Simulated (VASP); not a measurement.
# InP: excitons from the Bethe-Salpeter equation, part 3 of 3

Aim: the optical spectrum of InP with the electron-hole interaction. The cell is of the zinc-blende type, one of the forms listed for this formula. The start is a cell from a database of measured crystal structures.

VASP 6.6.1, plane waves and PAW; the level of theory is named at each step.

So far, lowest excitation (eV): step 5 (BSE, Tamm-Dancoff) 1.14.

The database entry behind the starting cell differs from later determinations by our own check (0.1 to 0.3 % short, probably kX units), so it need not match the best structure at ambient conditions.

### 6. Without the electron-hole attraction

This step: BSE on G0W0 on PBE, without the electron-hole attraction; plane waves and PAW (In_d_GW, P_GW) (VASP 6.6.1).

LADDER = .FALSE. removes the attraction and keeps the local fields, which shows what the attraction does.

INCAR reads:

```
SYSTEM = InP
PREC = Accurate
ENCUT = 300
ISMEAR = 0
SIGMA = 0.01
LREAL = .FALSE.
GGA = PE
NBANDS = 120
ALGO = BSE
NBANDSO = 4
NBANDSV = 4
OMEGAMAX = 25
NEDOS = 1000
CSHIFT = 0.1
PRECFOCK = Fast
LWAVE = .FALSE.
LCHARG = .FALSE.
ENCUTGW = 100
ANTIRES = 0
LADDER = .FALSE.
```

POSCAR reads:

```
InP
1.0
    0.0000000000      2.9305000000      2.9305000000
    2.9305000000      0.0000000000      2.9305000000
    2.9305000000      2.9305000000      0.0000000000
In P
1 1
Direct
    0.0000000000      0.0000000000      0.0000000000
    0.2500000000      0.2500000000      0.2500000000
```

KPOINTS reads:

```
Automatic mesh
0
Gamma
6 6 6
0 0 0
```

PAW data sets: In_d_GW and P_GW (PBE family, release 64).

Run with:

```console
$ mpirun -np 8 vasp_std
```

Log:

```text
[banner, memory and clock lines left out]
 LDA part: xc-table for (Slater+PW92), standard interpolation
 found WAVECAR, reading the header
 POSCAR, INCAR and KPOINTS ok, starting setup
 FFT: planning ... GRIDC
 FFT: planning ... GRID_SOFT
 FFT: planning ... GRID
 reading WAVECAR
 the WAVECAR file was read successfully
 initial charge from wavefunction
 available memory per node:     27.83 GB, setting MAXMEM to     28494

 Doing            0  frequencies on each core in blocks of            0
 parallelization over k-points
 Using distributed matrix
 Using distributed eigensolver
 allocating two-electron 4 orbital integral table    4    4    4    4
 BSE setting up matrix
 available memory per node:     27.72 GB, setting MAXMEM to     28385
 Calculate matrix elements of the BSE Hamiltonian:
 Workload is divided into blocks of two-electron 4 orbital integrals computed in
  parallel.
 Each block/integral has dimensions  of (   4,   4,   4,   4) orbitals
 Total number of blocks/integrals:                23436
 Number of spins:                                     1
 Number of kpoints:                                 216
 Spin channel:                                        1
  Number of blocks of unoccupied bands:               1
  Number of blocks of occupied bands:                 1
 Number of rows/columns of blocks:                  216

                                                        Time (sec)
               Integrals                 Ranks       Real         CPU
  [         1 -       1728/     23436]     8         1.34        0.00
  [      1729 -       3456/     23436]     8         2.60        0.00
  [      3457 -       5184/     23436]     8         3.85        0.00
  [      5185 -       6912/     23436]     8         5.09        0.00
  [      6913 -       8640/     23436]     8         6.30        0.00
  [      8641 -      10368/     23436]     8         7.51        0.00
  [     10369 -      12096/     23436]     8         8.71        0.00
  [     12097 -      13824/     23436]     8         9.86        0.00
  [     13825 -      15552/     23436]     8        11.04        0.00
  [     15553 -      17280/     23436]     8        12.19        0.00
  [     17281 -      19008/     23436]     8        13.34        0.00
  [     19009 -      20736/     23436]     8        14.48        0.00
  [     20737 -      22464/     23436]     8        15.62        0.00
  [     22465 -      23328/     23436]     8        16.17        0.00
  [     23329 -      23436/     23436]     8        16.30        0.00

[... 7 parts as in an earlier step ...]
```

Elapsed: 32 s, on 8 MPI ranks of Intel Xeon Platinum 8488C (Sapphire Rapids), shared host; peak memory 2.4 GiB.

Parts of OUTCAR (step 6):

```text
   NELECT =      18.0000    total number of electrons

 E-fermi :   4.1648

[... 8 parts as in an earlier step ...]

[... 2 further parts left out ...]
```

This step gave:

* lowest excitation: 1.245 eV

The imaginary dielectric function, xx has structure finer than the step of the table below, so its rows give means over 0.5 eV, whole bins alone (the curve runs from 0 to 25 eV). Peaks (eV: height): 1.25: 31.8, 2.68: 19.8, 3.05: 27.0, 3.80: 9.87, 4.68: 30.1, 6.43: 8.85, 7.26: 9.40.

From 4 filled and 4 empty bands alone, without any pair above OMEGAMAX = 25 eV, so strength is missing wherever others contribute; lines are broadened by CSHIFT, which also makes the tail under the first line. The imaginary dielectric function, xx by photon energy; means over each step:

| photon energy (eV) | imaginary dielectric function, xx |
| --- | --- |
| 0.5 | 0.588 |
| 1.0 | 9.00 |
| 1.5 | 8.77 |
| 2.0 | 1.39 |
| 2.5 | 8.33 |
| 3.0 | 15.8 |
| 3.5 | 4.30 |
| 4.0 | 6.47 |
| 4.5 | 20.4 |
| 5.0 | 16.5 |
| 5.5 | 6.21 |
| 6.0 | 6.32 |
| 6.5 | 7.50 |
| 7.0 | 6.71 |
| 7.5 | 7.35 |
| 8.0 | 5.31 |
| 8.5 | 4.68 |
| 9.0 | 1.76 |
| 9.5 | 2.71 |
| 10.0 | 1.57 |
| 10.5 | 2.03 |
| 11.0 | 1.47 |
| 11.5 | 0.862 |
| 12.0 | 0.454 |
| 12.5 | 0.306 |
| 13.0 | 0.379 |
| 13.5 | 0.516 |
| 14.0 | 0.544 |
| 14.5 | 0.336 |
| 15.0 | 0.272 |
| 15.5 | 0.125 |
| 16.0 | 0.180 |
| 16.5 | 0.186 |
| 17.0 | 0.183 |
| 17.5 | 0.155 |
| 18.0 | 0.136 |
| 18.5 | 0.0690 |
| 19.0 | 0.0229 |
| 19.5 | 0.0148 |
| 20.0 | 0.0107 |
| 20.5 | 0.00912 |
| 21.0 | 0.00804 |
| 21.5 | 0.00720 |
| 22.0 | 0.00652 |
| 22.5 | 0.00594 |
| 23.0 | 0.00544 |
| 23.5 | 0.00501 |
| 24.0 | 0.00462 |
| 24.5 | 0.00427 |

The lowest excitation lies at 1.245 eV, +102 meV against the Tamm-Dancoff singlet. Peak heights aren't converged with the mesh, least of all at the onset.

### 7. Independent quasiparticles

This step: BSE on G0W0 on PBE, independent quasiparticles; plane waves and PAW (In_d_GW, P_GW) (VASP 6.6.1).

With LADDER and LHARTREE off the pairs don't interact at all, so the lowest line must equal the direct gap.

INCAR, as its differences from that of step 6:

```diff
@@ -20 +20,2 @@
 LADDER = .FALSE.
+LHARTREE = .FALSE.
```

POSCAR is that of step 6.

KPOINTS is that of step 6.

Run with:

```console
$ mpirun -np 8 vasp_std
```

Log:

```text
[banner, memory and clock lines left out]
 LDA part: xc-table for (Slater+PW92), standard interpolation
 found WAVECAR, reading the header
 POSCAR, INCAR and KPOINTS ok, starting setup
 FFT: planning ... GRIDC
 FFT: planning ... GRID_SOFT
 FFT: planning ... GRID
 reading WAVECAR
 the WAVECAR file was read successfully
 initial charge from wavefunction
 available memory per node:     27.26 GB, setting MAXMEM to     27917

 Doing            0  frequencies on each core in blocks of            0
 parallelization over k-points
 Using distributed matrix
 Using distributed eigensolver
 allocating two-electron 4 orbital integral table    4    4    4    4
 BSE setting up matrix
 available memory per node:     27.15 GB, setting MAXMEM to     27801
 Calculate matrix elements of the BSE Hamiltonian:
 Workload is divided into blocks of two-electron 4 orbital integrals computed in
  parallel.
 Each block/integral has dimensions  of (   4,   4,   4,   4) orbitals
 Total number of blocks/integrals:                23436
 Number of spins:                                     1
 Number of kpoints:                                 216
 Spin channel:                                        1
  Number of blocks of unoccupied bands:               1
  Number of blocks of occupied bands:                 1
 Number of rows/columns of blocks:                  216

                                                        Time (sec)
               Integrals                 Ranks       Real         CPU
  [         1 -       1728/     23436]     8         0.08        0.00
  [      1729 -       3456/     23436]     8         0.16        0.00
  [      3457 -       5184/     23436]     8         0.24        0.00
  [      5185 -       6912/     23436]     8         0.32        0.00
  [      6913 -       8640/     23436]     8         0.40        0.00
  [      8641 -      10368/     23436]     8         0.49        0.00
  [     10369 -      12096/     23436]     8         0.58        0.00
  [     12097 -      13824/     23436]     8         0.68        0.00
  [     13825 -      15552/     23436]     8         0.77        0.00
  [     15553 -      17280/     23436]     8         0.86        0.00
  [     17281 -      19008/     23436]     8         0.94        0.00
  [     19009 -      20736/     23436]     8         1.02        0.00
  [     20737 -      22464/     23436]     8         1.10        0.00
  [     22465 -      23328/     23436]     8         1.15        0.00
  [     23329 -      23436/     23436]     8         1.16        0.00

[... 7 parts as in an earlier step ...]
```

Elapsed: 17 s, on 8 MPI ranks; peak memory 2.4 GiB.

From OUTCAR (step 7):

```text
   NELECT =      18.0000    total number of electrons

 E-fermi :   4.1648

[... 8 parts as in an earlier step ...]

[... 2 further parts left out ...]
```

This step gave:

```
lowest excitation : 1.240 eV
```

The imaginary dielectric function, xx has structure finer than the step of the table below, so its rows give means over 0.5 eV, whole bins alone (the curve runs from 0 to 25 eV). Peaks (eV: height): 1.25: 31.5, 2.68: 21.4, 3.05: 26.0, 3.80: 11.0, 4.63: 36.0, 6.26: 12.3.

From 4 filled and 4 empty bands alone, without any pair above OMEGAMAX = 25 eV, so strength is missing wherever others contribute; lines are broadened by CSHIFT, which also makes the tail under the first line. The imaginary dielectric function, xx by photon energy; means over each step:

| photon energy (eV) | imaginary dielectric function, xx |
| --- | --- |
| 0.5 | 0.603 |
| 1.0 | 9.30 |
| 1.5 | 8.48 |
| 2.0 | 1.46 |
| 2.5 | 9.31 |
| 3.0 | 15.8 |
| 3.5 | 4.61 |
| 4.0 | 7.85 |
| 4.5 | 27.1 |
| 5.0 | 15.1 |
| 5.5 | 7.33 |
| 6.0 | 9.40 |
| 6.5 | 8.47 |
| 7.0 | 8.08 |
| 7.5 | 5.32 |
| 8.0 | 3.32 |
| 8.5 | 2.38 |
| 9.0 | 0.931 |
| 9.5 | 1.44 |
| 10.0 | 0.744 |
| 10.5 | 0.875 |
| 11.0 | 0.466 |
| 11.5 | 0.259 |
| 12.0 | 0.181 |
| 12.5 | 0.144 |
| 13.0 | 0.216 |
| 13.5 | 0.209 |
| 14.0 | 0.105 |
| 14.5 | 0.0513 |
| 15.0 | 0.0404 |
| 15.5 | 0.0294 |
| 16.0 | 0.0439 |
| 16.5 | 0.0295 |
| 17.0 | 0.0250 |
| 17.5 | 0.0142 |
| 18.0 | 0.0124 |
| 18.5 | 0.00974 |
| 19.0 | 0.00883 |
| 19.5 | 0.00817 |
| 20.0 | 0.00706 |
| 20.5 | 0.00643 |
| 21.0 | 0.00591 |
| 21.5 | 0.00545 |
| 22.0 | 0.00501 |
| 22.5 | 0.00465 |
| 23.0 | 0.00432 |
| 23.5 | 0.00402 |
| 24.0 | 0.00373 |
| 24.5 | 0.00349 |

The lowest excitation lies at 1.240 eV, +97 meV against the Tamm-Dancoff singlet. Peak heights aren't converged with the mesh, least of all at the onset.

### 8. Summary

This step: BSE on G0W0 on PBE; plane waves and PAW (VASP 6.6.1).

This step runs nothing: it gathers the runs above.

Cost is wall time times ranks on a shared host, for this step alone, without the steps before it. Excitations by level:

| level | first excitation (eV) | cost (core minutes) |
| --- | --- | --- |
| BSE, Tamm-Dancoff | 1.143 | 6.93 |
| without the electron-hole attraction | 1.245 | 4.27 |
| independent quasiparticles | 1.24 | 2.21 |

### 9. Results

```yaml
bse_tamm_dancoff: lowest vertical excitation 1.143 eV; direct gap 1.240 eV
without_the_electron_hole_attraction: lowest vertical excitation 1.245 eV; direct gap 1.240 eV
independent_quasiparticles: lowest vertical excitation 1.240 eV; direct gap 1.240 eV
```

What this shows: The Bethe-Salpeter equation puts the lowest vertical singlet excitation at 1.143 eV, 0.10 eV below the direct gap of 1.240 eV; the states within 10 meV of it carry 100 % of the strength of the strongest such group among the lowest 40 states. The attraction moves the centre of weight of eps2 xx over the computed range by -0.83 eV against the run without the attraction, a shift that holds the same mesh error. The binding energy was not obtained: in a well-screened crystal the exciton spreads over many cells, and on this mesh its distance from the gap is set by the mesh and is far too large. On such a mesh the heights of single peaks aren't converged either. Bands, response cutoff and mesh of the GW step weren't tested in this session. Only the bands set by NBANDSO and NBANDSV form pairs, and any pair above OMEGAMAX = 25 eV is dropped, so the spectrum is that of this window; the window can cut degenerate bands. Spin-orbit coupling is left out; with In in the cell it can split or shift band edges, by an amount that depends on which atoms form them and isn't tested here. The given cell is kept, although it stands at +3.0 GPa at PBE and ENCUT = 300 eV, which holds the mismatch of the given cell with this functional and any basis-set error. Not tabulated here, as repeats of values shown or as unfit to read for their mesh, reference level or band range: eps2 curves (empty bands); eps1 curves and static values (BSE, empty bands, independent quasiparticles, without the electron-hole attraction); exciton binding energies (BSE); line lists of runs without attraction (independent quasiparticles, without the electron-hole attraction).

[Lines on the potential files, build, host, timing and source positions are cut from VASP's logs without a mark.]

[Logs are printed without paths, hosts, clocks, repeated set-up lines and the standing remarks that a program may print on its own settings, such as how far it seeks lower states.]

[Hosts, paths, dates, database ids (printed as entryN), source tags and the programs' standing remarks are cut or masked in the printed files.]

[Pressures printed for these runs are not shown converged in the cutoff: they can be off by several GPa and have the wrong sign.]
